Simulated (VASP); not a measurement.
# Mg3ZnC (Pm-3m) in VASP: a series of runs

The runs below take Mg3ZnC through equation of state, core levels, optical spectrum, with revPBE+D3(BJ), PBE+D3(BJ), PW91.

Program: VASP 6.6.1. These are calculated values, not measurements. Logs are shortened: lines on timing, memory, paths and dates and some standing lists are left out, and cuts for length are marked.

## Step 1: Starting point

It takes space group Pm-3m (No. 221, cubic). The conventional cell has a = 4.407 Å, b = 4.407 Å, c = 4.407 Å, α = 90.00°, β = 90.00°, γ = 90.00°. Zn (site symmetry m-3m) has 12 Mg at 3.12 Å as nearest neighbours. Around Mg (site symmetry 4/mmm) lie 2 C at 2.20 Å. C (site symmetry m-3m) has 6 Mg at 2.20 Å as nearest neighbours.

The cell comes from a database or a generator and needn't be the stable form of this composition.

## Step 2: Equation of state, revPBE+D3(BJ) (cell strained at random at fixed volume)

Input file run.py:

```python
from ase.calculators.vasp import Vasp
from ase.eos import EquationOfState
from ase.io import Trajectory
from ase.io import read
from ase.units import GPa

atoms = read('Mg3ZnC.xyz')
calc = Vasp(
    directory='calc',
    xc='revpbe',
    pp='PBE',
    setups='recommended',
    prec='Accurate',
    encut=450,
    ediff=1e-07,
    ismear=-1,
    sigma=0.02,
    lreal=False,
    lasph=True,
    nelm=60,
    algo='Normal',
    isif=2,
    lwave=False,
    lcharg=False,
    ivdw=12,
    addgrid=True,
    kpts=[6, 6, 6],
    gamma=True,
)
atoms.calc = calc
cell = atoms.cell.copy()
volumes, energies = [], []
traj = Trajectory('eos.traj', 'w')
for x in [0.94, 0.96, 0.98, 1.0, 1.02, 1.04, 1.06]:
    atoms.set_cell(cell * x ** (1 / 3), scale_atoms=True)
    volumes.append(atoms.get_volume())
    energies.append(atoms.get_potential_energy())
    traj.write(atoms)
    print(f'{x:5.2f} {volumes[-1]:12.5f} {energies[-1]:14.6f}')

v0, e0, B = EquationOfState(volumes, energies, eos='murnaghan').fit()
print(f'V0 = {v0:.4f} A^3, E0 = {e0:.6f} eV, B = {B / GPa:.2f} GPa')
```

Input file Mg3ZnC.xyz:

```xyz
5
Lattice="4.4395070000 0.0814040000 -0.0682190000 0.0814040000 4.3978950000 0.0470680000 -0.0682190000 0.0470680000 4.3866490000" Properties=species:S:1:pos:R:3 pbc="T T T"
Zn     0.0000000000      0.0000000000      0.0000000000
Mg     2.1856440000      0.0642360000      2.1592150000
Mg     2.2604555000      2.2396495000     -0.0105755000
Mg     0.0065925000      2.2224815000      2.2168585000
C      2.2263460000      2.2631835000      2.1827490000
```

Potentials or basis: VASP PAW PBE potentials, release 64 (Zn, Mg, C).

Launch:

```bash
$ python run.py
```

The log of the run:

```text
0.94     80.45194     -15.706159
 0.96     82.16368     -15.695959
 0.98     83.87543     -15.671608
 1.00     85.58717     -15.634497
 1.02     87.29892     -15.585959
 1.04     89.01066     -15.527154
 1.06     90.72240     -15.459158
<dir> UserWarning: The minimum volume of your fit is not in your volumes.  You may not have a minimum in your dataset!
  warnings.warn(
V0 = 80.1844 A^3, E0 = -15.706347 eV, B = 71.00 GPa
```

OUTCAR:

```text
ENCUT = 450.000000
   EDIFF = 1.00e-07
   GGA = RE
   PREC = Accurate
   ISIF = 2
   ISMEAR = -1
   NELM = 60
   IVDW = 12
   LASPH = .TRUE.
   LREAL = .FALSE.
 IVDW          = 12

 ion  position               nearest neighbor table
   1  0.000  0.000  0.000-   3 3.13   3 3.13   2 3.13   2 3.13   4 3.13   4 3.13   4 3.20   4 3.20
                             2 3.23   2 3.23   3 3.24   3 3.24
   2  0.500  0.000  0.500-   5 2.24   5 2.24   4 3.13   4 3.13   1 3.13   1 3.13   3 3.13   3 3.13
                             3 3.20   3 3.20   1 3.23   1 3.23   4 3.24   4 3.24
   3  0.500  0.500  0.000-   5 2.24   5 2.24   1 3.13   1 3.13   4 3.13   4 3.13   2 3.13   2 3.13
                             2 3.20   2 3.20   4 3.23   4 3.23   1 3.24   1 3.24
   4  0.000  0.500  0.500-   5 2.26   5 2.26   2 3.13   2 3.13   3 3.13   3 3.13   1 3.13   1 3.13
                             1 3.20   1 3.20   3 3.23   3 3.23   2 3.24   2 3.24
   5  0.500  0.500  0.500-   3 2.24   3 2.24   2 2.24   2 2.24   4 2.26   4 2.26

  LATTYP: Found a triclinic cell.
 ALAT       =     4.4734818228
 B/A-ratio  =     1.4309495532
 C/A-ratio  =     1.6884153628
 COS(alpha) =     0.0003686526
 COS(beta)  =     0.5613125868
 COS(gamma) =     0.7136457111

  Lattice vectors:

 A1 = (   0.0695569671,  -0.0479911363,  -4.4726835679)
 A2 = (  -0.0134435951,  -4.5321412700,  -4.5206747042)
 A3 = (  -4.3740207331,   4.3531584351,  -4.3551354644)

Analysis of symmetry for initial positions (statically):
=====================================================================
 Subroutine PRICEL returns:
 Original cell was already a primitive cell.

 Routine SETGRP: Setting up the symmetry group for a
 triclinic supercell.

 Subroutine GETGRP returns: Found  2 space group operations
 (whereof  2 operations were pure point group operations)
 out of a pool of  2 trial point group operations.

The static configuration has the point symmetry S_2 .

Analysis of symmetry for dynamics (positions and initial velocities):
=====================================================================
 Subroutine PRICEL returns:
 Original cell was already a primitive cell.

 Routine SETGRP: Setting up the symmetry group for a
 triclinic supercell.

 Subroutine GETGRP returns: Found  2 space group operations
 (whereof  2 operations were pure point group operations)
 out of a pool of  2 trial point group operations.

The dynamic configuration has the point symmetry S_2 .

 Subroutine INISYM returns: Found  2 space group operations
 (whereof  2 operations are pure point group operations),
 and found     1 'primitive' translations

----------------------------------------------------------------------------------------

                                     Primitive cell

  volume of cell :      90.7224

  direct lattice vectors                    reciprocal lattice vectors
     4.526578262  0.083000562 -0.069556967     0.221046633 -0.004128786  0.003481909
     0.083000562  4.484150134  0.047991136    -0.004128786  0.223110429 -0.002458146
    -0.069556967  0.047991136  4.472683568     0.003481909 -0.002458146  0.223659945

  length of vectors
     4.527873456  4.485174987  4.473481823     0.221112606  0.223162167  0.223700552

  position of ions in fractional coordinates (direct lattice)
     0.000000000  0.000000000  0.000000000
     0.500000000  1.000000000  0.500000000
     0.500000000  0.500000000  0.000000000
     1.000000000  0.500000000  0.500000000
     0.500000000  0.500000000  0.500000000

  ion indices of the primitive-cell ions
   primitive index   ion index
                 1           1
[... 68 lines left out ...]
   ISTART =      0    job   : 0-new  1-cont  2-samecut
   ICHARG =      2    charge: 1-file 2-atom 10-const
   ISPIN  =      1    spin polarized calculation?
   LNONCOLLINEAR =      F non collinear calculations
   LSORBIT =      F    spin-orbit coupling
   LASPH  =      T    aspherical Exc in radial PAW
   ENCUT  =  450.0 eV  33.07 Ry    5.75 a.u.   7.83  7.76  7.74*2*pi/ulx,y,z
   NELM   =     60;   NELMIN=  2; NELMDL=  0     # of ELM steps
   EDIFF  = 0.1E-06   stopping-criterion for ELM
   LREAL  =      F    real-space projection
   EDIFFG = 0.1E-05   stopping-criterion for IOM
   NSW    =      0    number of steps for IOM
   IBRION =     -1    ionic relax: 0-MD 1-quasi-New 2-CG
   NFREE  =      0    steps in history (QN), initial steepest desc. (CG)
   ISIF   =      2    stress and relaxation
   ISYM   =      2    0-nonsym 1-usesym 2-fastsym
   POTIM  = 0.5000    time-step for ionic-motion
   TEBEG  =    0.0;   TEEND  =   0.0 temperature during run
   PSTRESS=    0.0 pullay stress
   NELECT =      22.0000    total number of electrons
   NUPDOWN=      -1.0000    fix difference up-down
   EMIN   =  10.00;   EMAX   =-10.00  energy-range for DOS
   EFERMI =   0.00;   METHOD = LEGACY
   ISMEAR =    -1;   SIGMA  =   0.02  broadening in eV -4-tet -1-fermi 0-gaus
   EFERMI_NEDOS =   21; number of points for ismear=-14 and -15
   IALGO  =     38    algorithm
   IMIX   =      4    mixing-type and parameters
     AMIX     =   0.40;   BMIX     =  1.00
     AMIX_MAG =   1.60;   BMIX_MAG =  1.00
  volume/ion in A,a.u.               =      18.14       122.44
  Fermi-wavevector in a.u.,A,eV,Ry     =   1.020887  1.929196 14.180123  1.042210
  Thomas-Fermi vector in A             =   2.154481
   LORBIT       =      0    0 simple, 1 ext, 2 COOP (PROOUT), +10 PAW based schemes
   GGA     = RE    functional components
   LHFCALC =     F    Hartree Fock is set to
   AEXX    =    0.0000 exact exchange contribution
   IVDW    =    12    specifies the selected vdW correction
   LEPSILON=     F    determine dielectric tensor
   LRPA    =     F    only Hartree local field effects (RPA)
 non-spin polarized calculation
  energy-cutoff  :      450.00
  volume of cell :       90.72
 maximum number of plane-waves:      1979
   NGX = 15   NGY = 15   NGZ = 15

 number of electron      22.0000001 magnetization

 Free energy of the ion-electron system (eV)
  ---------------------------------------------------
  ext. energy  EPLUGINS =         0.00000000
  ---------------------------------------------------
  free energy    TOTEN  =       -12.85465371 eV

  energy without entropy =      -12.85268736  energy(sigma->0) =      -12.85367054

 E-fermi :   2.8386     XC(G=0):  -9.1644

 val. band max:        2.8106399560   @ k =   0.5000   0.1667   0.1667
 cond. band min:       2.8433949187   @ k =   0.1667   0.3333   0.5000
 fundamental gap:      0.0327549627
 Fermi energy:         2.8385604607

 k-point     1 :       0.0000    0.0000    0.0000
  band No.  band energies     occupation
      1      -7.6927      2.00000
      2      -4.2722      2.00000
      3      -4.2715      2.00000
      4      -4.2305      2.00000
      5      -4.2211      2.00000
      6      -4.2202      2.00000
      7      -2.2950      2.00000
      8       0.2221      2.00000
      9       0.2719      2.00000
     10       0.2938      2.00000
     11       4.3099      0.00000
     12       4.4342      0.00000
     13       5.2662      0.00000
     14       5.3479      0.00000
[... 401 lines left out ...]
      2      -4.2623      2.00000
      3      -4.2519      2.00000
      4      -4.2430      2.00000
      5      -4.2368      2.00000
      6      -4.2232      2.00000
      7      -2.9776      2.00000
      8      -0.3418      2.00000
      9       0.7543      2.00000
     10       1.1766      2.00000
     11       1.8530      2.00000
     12       3.7250      0.00000
     13       4.3568      0.00000
     14       6.6192      0.00000
     15       6.9064      0.00000

 [... further k-points ...]

------------------------ aborting loop because EDIFF is reached ----------------------------------------

 Edisp (eV)   -2.60549

 E8    (eV) :    -1.7947

  FORCE on cell =-STRESS in cart. coord.  units (eV):
  Direction    XX          YY          ZZ          XY          YZ          ZX
  --------------------------------------------------------------------------------------
  -------------------------------------------------------------------------------------
  Total      -4.12387    -3.79039    -3.69564    -0.66961    -0.38278     0.55786
  in kB     -72.82838   -66.93915   -65.26572   -11.82553    -6.75991     9.85196
  external pressure =      -68.34 kB  Pullay stress =        0.00 kB

 VOLUME and BASIS-vectors are now :
 -----------------------------------------------------------------------------
  energy-cutoff  :      450.00
  volume of cell :       90.72
      direct lattice vectors                 reciprocal lattice vectors
     4.526578262  0.083000562 -0.069556967     0.221046633 -0.004128786  0.003481909
     0.083000562  4.484150134  0.047991136    -0.004128786  0.223110429 -0.002458146
    -0.069556967  0.047991136  4.472683568     0.003481909 -0.002458146  0.223659945

 POSITION                                       TOTAL-FORCE (eV/Angst)
 -----------------------------------------------------------------------------------
      0.00000      0.00000      0.00000         0.000000     -0.000000      0.000000
      2.22851      0.06550      2.20156         0.000000      0.000000     -0.000000
      2.30479      2.28358     -0.01078        -0.000000      0.000000     -0.000000
      0.00672      2.26607      2.26034        -0.000000      0.000000     -0.000000
      2.27001      2.30757      2.22556        -0.000000     -0.000000     -0.000000
 -----------------------------------------------------------------------------------
    total drift:                                0.000000      0.000000      0.000000

  FREE ENERGIE OF THE ION-ELECTRON SYSTEM (eV)
  ---------------------------------------------------
  free  energy   TOTEN  =       -15.4601406885 eV

  energy  without entropy=      -15.4581743454  energy(sigma->0) =      -15.45915752
```

INCAR:

```text
ENCUT = 450.000000
SIGMA = 0.020000
EDIFF = 1.00e-07
ALGO = Normal
GGA = RE
PREC = Accurate
ISIF = 2
ISMEAR = -1
NELM = 60
IVDW = 12
ADDGRID = .TRUE.
LASPH = .TRUE.
LCHARG = .FALSE.
LWAVE = .FALSE.
LREAL = .FALSE.
```

Wall time 19 min (1 thread of AMD EPYC 7R13 (Zen 3), shared host); peak memory 0.33 GiB.

Results:

```
Equilibrium volume                        : 16.04 Å³/atom (rough: see the caveat)
Bulk modulus at fixed shape and positions : 70 GPa (rough)
```

Energy against volume, from the lowest point:
```
volume (Å³/atom)  energy (meV/atom)
          16.090               0.00
          16.433               2.04
          16.775               6.91
          17.117              14.33
          17.460              24.04
          17.802              35.80
          18.144              49.40
```

Caveat: the cutoff is under 1.25 times the usual one of these potentials, so pressure, stress and relaxed cells hold a basis-set (Pulay) error; the minimum lies outside the volumes run; the cell was scaled at fixed shape and fractional positions, which overstates the stiffness of a crystal with free parameters, most of all of layers and chains; the PAW data sets were made with another functional, which shifts forces and pressure a little.

(Part 1 of 3 ends here.)
